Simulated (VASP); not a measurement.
# BeSb2 (P1) in VASP: density of states with PBEsol

Aim: the density of states of BeSb2 with PBEsol.

All numbers are computed with VASP 6.6.1; they aren't measurements. Logs are shortened: lines on timing, memory, paths and dates and some standing lists are left out, and cuts for length are marked.

## (1) The crystal as given

The typed cell holds 6 atoms: a = 5.350 Å, b = 5.363 Å, c = 6.261 Å, α = 65.53°, β = 116.54°, γ = 90.38°.

The cell was built by a generator and needn't be a form met in nature.

## (2) Density of states, PBEsol

The input, POSCAR:

```
BeSb2
1.0
   -0.0180837300     -0.0562732200      5.3501132600
    5.3626467500     -0.0571023900     -0.0181677300
    2.6370208200      4.9756097700     -2.7369576600
Sb Be
4 2
Direct
    0.1459010000      0.1274490000      0.2173220000
    0.8608270000      0.9096860000      0.7576980000
    0.3875760000      0.3633720000      0.7242930000
    0.6074610000      0.6928240000      0.2643460000
    0.3146740000      0.9927300000      0.0248650000
    0.7636380000      0.0098950000      0.0189020000
```

The input, INCAR.step1:

```
PREC = Accurate
ENCUT = 520
EDIFF = 1E-6
ISMEAR = -1
SIGMA = 0.1
LREAL = F
LASPH = T
NELM = 80
ALGO = Normal
ISIF = 2
LWAVE = F
LCHARG = T
GGA = PS
NBANDS = 21
```

The input, KPOINTS.step1:

```
regular mesh
0
Gamma
  4 4 4
```

The input, INCAR.step2:

```
PREC = Accurate
ENCUT = 520
EDIFF = 1E-6
ISMEAR = -5
SIGMA = 0.1
LREAL = F
LASPH = T
NELM = 80
ALGO = Normal
ISIF = 2
LWAVE = F
LCHARG = F
GGA = PS
LORBIT = 10
NEDOS = 1001
ICHARG = 11
```

The input, KPOINTS.step2:

```
regular mesh
0
Gamma
  6 6 6
```

Potentials or basis: VASP PAW PBE potentials, release 64 (Sb, Be).

Started as:

```console
$ cat potpaw_PBE.64/Sb/POTCAR potpaw_PBE.64/Be/POTCAR > POTCAR
$ cp INCAR.step1 INCAR
$ cp KPOINTS.step1 KPOINTS
$ mpirun -np 1 vasp_std > vasp.out
$ cp INCAR.step2 INCAR
$ cp KPOINTS.step2 KPOINTS
$ mpirun -np 1 vasp_std > vasp.out
```

OUTCAR:

```text
PREC = Accurate
   ENCUT = 520
   EDIFF = 1E-6
   ISMEAR = -5
   LREAL = F
   LASPH = T
   NELM = 80
   ISIF = 2
   GGA = PS
   LORBIT = 10
   ICHARG = 11

 ion  position               nearest neighbor table
   1  0.146  0.127  0.217-   6 2.12   5 2.12   4 3.24   2 3.29   2 3.56   3 3.60   3 3.62   3 3.64
                             4 3.73   3 3.76
   2  0.861  0.910  0.758-   6 2.17   5 2.42   1 3.29   3 3.40   4 3.46   1 3.56   4 3.61   3 3.73
                             4 3.74
   3  0.388  0.363  0.724-   6 2.21   5 2.28   2 3.40   4 3.40   4 3.49   1 3.60   1 3.62   1 3.64
                             2 3.73   4 3.74   1 3.76
   4  0.607  0.693  0.264-   5 1.80   6 2.22   1 3.24   3 3.40   2 3.46   3 3.49   2 3.61   1 3.73
                             3 3.74   2 3.74
   5  0.315  0.993  0.025-   4 1.80   1 2.12   3 2.28   2 2.42
   6  0.764  0.010  0.019-   1 2.12   2 2.17   3 2.21   4 2.22

  LATTYP: Found a triclinic cell.
 ALAT       =     6.2611108137
 B/A-ratio  =     0.9830947039
 C/A-ratio  =     1.2139545635
 COS(alpha) =     0.0012731209
 COS(beta)  =     0.6068171490
 COS(gamma) =     0.6287377194

  Lattice vectors:

 A1 = (   2.6370208200,   4.9756097700,  -2.7369576600)
 A2 = (   2.6189370900,   4.9193365500,   2.6131556000)
 A3 = (   5.3807304800,  -0.0008291700,  -5.3682809900)

Analysis of symmetry for initial positions (statically):
=====================================================================
 Subroutine PRICEL returns:
 Original cell was already a primitive cell.

 Routine SETGRP: Setting up the symmetry group for a
 triclinic supercell.

 Subroutine GETGRP returns: Found  1 space group operations
 (whereof  1 operations were pure point group operations)
 out of a pool of  2 trial point group operations.

The static configuration has the point symmetry C_1 .

Analysis of symmetry for dynamics (positions and initial velocities):
=====================================================================
 Subroutine PRICEL returns:
 Original cell was already a primitive cell.

 Routine SETGRP: Setting up the symmetry group for a
 triclinic supercell.

 Subroutine GETGRP returns: Found  1 space group operations
 (whereof  1 operations were pure point group operations)
 out of a pool of  2 trial point group operations.

The dynamic configuration has the point symmetry C_1 .

 Subroutine INISYM returns: Found  1 space group operations
 (whereof  1 operations are pure point group operations),
 and found     1 'primitive' translations

----------------------------------------------------------------------------------------

                                     Primitive cell

  volume of cell :     142.7320

  direct lattice vectors                    reciprocal lattice vectors
    -0.018083730 -0.056273220  5.350113260     0.001728291  0.102495801  0.187995837
     5.362646750 -0.057102390 -0.018167730     0.185424869 -0.098498359 -0.000409271
     2.637020820  4.975609770 -2.736957660     0.002147568  0.201009187  0.002121501

  length of vectors
     5.350439757  5.362981532  6.261110814     0.214128025  0.209963036  0.201031854

  position of ions in fractional coordinates (direct lattice)
     0.145901000  0.127449000  0.217322000
     0.860827000  0.909686000  0.757698000
     0.387576000  0.363372000  0.724293000
     0.607461000  0.692824000  0.264346000
     0.314674000  0.992730000  0.024865000
     0.763638000  0.009895000  0.018902000

  ion indices of the primitive-cell ions
   primitive index   ion index
                 1           1
                 2           2
                 3           3
                 4           4
                 5           5
                 6           6

----------------------------------------------------------------------------------------

 KPOINTS: regular mesh

Automatic generation of k-mesh.
 Grid dimensions read from file:
 generate k-points for:    6    6    6

 Generating k-lattice:

  Cartesian coordinates                     Fractional coordinates (reciprocal lattice)
     0.000288048  0.017082633  0.031332640     0.166666667  0.000000000  0.000000000
     0.030904145 -0.016416393 -0.000068212     0.000000000  0.166666667 -0.000000000
     0.000357928  0.033501531  0.000353583    -0.000000000 -0.000000000  0.166666667

  Length of vectors
     0.035688004  0.034993839  0.033505309

  Shift w.r.t. Gamma in fractional coordinates (k-lattice)
     0.000000000  0.000000000  0.000000000

 TETIRR: Found    648 inequivalent tetrahedra from     1296

 Subroutine IBZKPT returns following result:
 ===========================================

 Found    112 irreducible k-points:

 Following reciprocal coordinates:
            Coordinates               Weight
  0.000000  0.000000  0.000000      1.000000
  0.166667 -0.000000 -0.000000      2.000000
  0.333333  0.000000 -0.000000      2.000000
  0.500000 -0.000000 -0.000000      1.000000
 -0.000000  0.166667 -0.000000      2.000000
  0.166667  0.166667 -0.000000      2.000000
[... 16 lines left out ...]
  0.333333  0.000000  0.166667      2.000000
  0.500000  0.000000  0.166667      2.000000
 [... further k-points ...]
   k-points           NKPTS =    112   k-points in BZ     NKDIM =    112   number of bands    NBANDS=     16
   number of dos      NEDOS =   1001   number of ions     NIONS =      6
   total plane-waves  NPLWV =  76800
   dimension x,y,z NGX =    40 NGY =   40 NGZ =   48
   dimension x,y,z NGXF=    80 NGYF=   80 NGZF=   96
   ions per type =               4   2
   NGX,Y,Z   is equivalent  to a cutoff of  12.43, 12.40, 12.75 a.u.
   NGXF,Y,Z  is equivalent  to a cutoff of  24.86, 24.80, 25.49 a.u.
 SYSTEM =  unknown system
   PREC   = accura    normal or accurate (medium, high low for compatibility)
   ISTART =      0    job   : 0-new  1-cont  2-samecut
   ICHARG =     11    charge: 1-file 2-atom 10-const
   ISPIN  =      1    spin polarized calculation?
   LNONCOLLINEAR =      F non collinear calculations
   LSORBIT =      F    spin-orbit coupling
   LASPH  =      T    aspherical Exc in radial PAW
   ENCUT  =  520.0 eV  38.22 Ry    6.18 a.u.   9.95  9.97 11.64*2*pi/ulx,y,z
   NELM   =     80;   NELMIN=  2; NELMDL=  0     # of ELM steps
   EDIFF  = 0.1E-05   stopping-criterion for ELM
   LREAL  =      F    real-space projection
   EDIFFG = 0.1E-04   stopping-criterion for IOM
   NSW    =      0    number of steps for IOM
   IBRION =     -1    ionic relax: 0-MD 1-quasi-New 2-CG
   NFREE  =      0    steps in history (QN), initial steepest desc. (CG)
   ISIF   =      2    stress and relaxation
   ISYM   =      2    0-nonsym 1-usesym 2-fastsym
   POTIM  = 0.5000    time-step for ionic-motion
   TEBEG  =    0.0;   TEEND  =   0.0 temperature during run
   PSTRESS=    0.0 pullay stress
   NELECT =      24.0000    total number of electrons
   NUPDOWN=      -1.0000    fix difference up-down
   EMIN   =  10.00;   EMAX   =-10.00  energy-range for DOS
   EFERMI =   0.00;   METHOD = LEGACY
   ISMEAR =    -5;   SIGMA  =   0.10  broadening in eV -4-tet -1-fermi 0-gaus
   EFERMI_NEDOS =   21; number of points for ismear=-14 and -15
   IALGO  =     38    algorithm
   IMIX   =      4    mixing-type and parameters
     AMIX     =   0.40;   BMIX     =  1.00
     AMIX_MAG =   1.60;   BMIX_MAG =  1.00
  volume/ion in A,a.u.               =      23.79       160.53
  Fermi-wavevector in a.u.,A,eV,Ry     =   0.903590  1.707538 11.108819  0.816475
  Thomas-Fermi vector in A             =   2.026934
   LORBIT       =     10    0 simple, 1 ext, 2 COOP (PROOUT), +10 PAW based schemes
   GGA     = PS    functional components
   LHFCALC =     F    Hartree Fock is set to
   AEXX    =    0.0000 exact exchange contribution
   IVDW    =     0    specifies the selected vdW correction
   LEPSILON=     F    determine dielectric tensor
   LRPA    =     F    only Hartree local field effects (RPA)
 non-spin polarized calculation
 Fermi weights with tetrahedron method with Bloechl corrections
  energy-cutoff  :      520.00
  volume of cell :      142.73
 maximum number of plane-waves:      3867

 number of electron      24.0000000 magnetization

 Free energy of the ion-electron system (eV)
  ---------------------------------------------------
  ext. energy  EPLUGINS =         0.00000000
  ---------------------------------------------------
  free energy    TOTEN  =       -19.12587885 eV

  energy without entropy =      -19.12587885  energy(sigma->0) =      -19.12587885

 E-fermi :   6.0252     XC(G=0):  -9.5090

 val. band max:        6.0903405126   @ k =  -0.1667   0.3333   0.3333
 cond. band min:       5.9720329348   @ k =   0.5000   0.1667   0.5000
 fundamental gap:     -0.1183075778
 Fermi energy:         6.0251695871

 k-point     1 :       0.0000    0.0000    0.0000
  band No.  band energies     occupation
      1      -6.1645      2.00000
      2      -3.0036      2.00000
      3      -2.6302      2.00000
      4      -2.2118      2.00000
      5       1.1480      2.00000
      6       1.9271      2.00000
[... 8 lines left out ...]
     15       8.6705      0.00000
     16       8.8316      0.00000

 k-point     2 :       0.1667   -0.0000   -0.0000
  band No.  band energies     occupation
      1      -6.0126      2.00000
      2      -3.2979      2.00000
      3      -2.6966      2.00000
      4      -2.3230      2.00000
      5       1.2810      2.00000
      6       1.9110      2.00000
[... 8 lines left out ...]
     15       8.1726      0.00000
     16       8.7974      0.00000
[... 387 lines left out ...]
      5       1.7312      2.00000
      6       2.1351      2.00000
[... 8 lines left out ...]
     15       7.3006      0.00000
     16       7.8919      0.00000

 k-point    24 :       0.5000    0.0000    0.1667
  band No.  band energies     occupation
      1      -5.1414      2.00000
      2      -4.4785      2.00000
      3      -3.2496      2.00000
      4      -2.3458      2.00000
      5       1.5929      2.00000
      6       2.0822      2.00000
[... 8 lines left out ...]
     15       6.9338      0.00000
     16       8.3064      0.00000

 [... further k-points ...]

------------------------ aborting loop because EDIFF is reached ----------------------------------------

  FORCE on cell =-STRESS in cart. coord.  units (eV):
  Direction    XX          YY          ZZ          XY          YZ          ZX
  --------------------------------------------------------------------------------------
  -------------------------------------------------------------------------------------
  Total       11.9002365     15.3092825     11.8064454     -6.0728724      4.4963279     -5.6578800
  in kB      133.5810617    171.8478629    132.5282491    -68.1684549     50.4716232    -63.5101339
  external PRESSURE =     145.9857246 kB  Pullay stress =       0.0000000 kB

 VOLUME and BASIS-vectors are now :
 -----------------------------------------------------------------------------
  energy-cutoff  :      520.00
  volume of cell :      142.73
      direct lattice vectors                 reciprocal lattice vectors
    -0.018083730 -0.056273220  5.350113260     0.001728291  0.102495801  0.187995837
     5.362646750 -0.057102390 -0.018167730     0.185424869 -0.098498359 -0.000409271
     2.637020820  4.975609770 -2.736957660     0.002147568  0.201009187  0.002121501

 POSITION                                       TOTAL-FORCE (eV/Angst)
 -----------------------------------------------------------------------------------
      1.25391      1.06582      0.18347         3.853644      2.576398      0.118341
      6.86082      3.66962      2.51521        -1.734380     -1.475232      0.963633
      3.85160      3.56124      0.08461         1.628769     -2.254550     -0.188458
      4.40147      1.24154      2.51389        -7.373216      8.786974      4.362339
      5.38354      0.04932      1.59745         4.079360     -7.852820     -3.546974
      0.08910      0.05051      4.03364        -0.454176      0.219229     -1.708882
 -----------------------------------------------------------------------------------
    total drift:                               -0.004884      0.007411      0.003538

  FREE ENERGIE OF THE ION-ELECTRON SYSTEM (eV)
  ---------------------------------------------------
  free  energy   TOTEN  =       -19.1258788501 eV

  energy  without entropy=      -19.1258788501  energy(sigma->0) =      -19.12587885

 total charge

# of ion       s       p       d       tot
------------------------------------------
    1        1.205   1.269   0.045   2.519
    2        1.217   1.165   0.036   2.419
    3        1.220   1.173   0.038   2.431
    4        1.218   1.374   0.056   2.648
    5        0.553   1.071   0.000   1.624
    6        0.498   0.926   0.000   1.424
--------------------------------------------------
tot          5.911   6.978   0.175  13.064
```

Wall time 3.1 min (1 thread of Intel Xeon Platinum 8259CL at 2.50GHz (Skylake/Cascade Lake), shared host); peak memory 0.41 GiB.

Results:

```
Valence electrons inside the program's atomic spheres : Sb 2.52, 2.42, 2.43, 2.65; Be 1.62, 1.42
```

States per cell in windows of 0.5 eV (zero at the Fermi level; states under -8 eV left out):
```csv
from (eV),total,Sb4_p,Sb1_p,Sb3_p,Sb2_p,Be5_p,Be6_p
-8.0,0.00,0.00,0.00,0.00,0.00,0.00,0.00
-7.5,0.00,0.00,0.00,0.00,0.00,0.00,0.00
-7.0,0.00,0.00,0.00,0.00,0.00,0.00,0.00
-6.5,0.00,0.00,0.00,0.00,0.00,0.00,0.00
-6.0,0.00,0.00,0.00,0.00,0.00,0.00,0.00
-5.5,0.23,0.02,0.01,0.02,0.01,0.01,0.01
-5.0,1.42,0.12,0.09,0.09,0.07,0.05,0.04
-4.5,1.85,0.14,0.14,0.11,0.11,0.07,0.06
-4.0,1.58,0.11,0.12,0.10,0.10,0.06,0.06
-3.5,1.55,0.12,0.11,0.10,0.10,0.07,0.06
-3.0,1.46,0.11,0.12,0.09,0.10,0.08,0.07
-2.5,1.86,0.14,0.15,0.12,0.15,0.12,0.11
-2.0,1.43,0.12,0.11,0.11,0.12,0.09,0.09
-1.5,1.74,0.16,0.13,0.14,0.13,0.10,0.10
-1.0,1.52,0.14,0.13,0.12,0.12,0.08,0.08
-0.5,1.40,0.13,0.12,0.12,0.12,0.07,0.07
0.0,1.61,0.15,0.14,0.16,0.15,0.06,0.05
0.5,1.83,0.17,0.16,0.22,0.16,0.07,0.06
1.0,1.50,0.13,0.15,0.16,0.17,0.05,0.04
1.5,1.62,0.16,0.18,0.17,0.20,0.05,0.05
2.0,1.20,0.13,0.14,0.12,0.15,0.04,0.04
2.5,0.21,0.02,0.03,0.02,0.03,0.00,0.01
3.0,0.00,0.00,0.00,0.00,0.00,0.00,0.00
3.5,0.00,0.00,0.00,0.00,0.00,0.00,0.00
```

Caveat: the PAW data sets were made with another functional, which shifts forces and pressure a little; tetrahedron occupations give inexact forces and stress in metals.
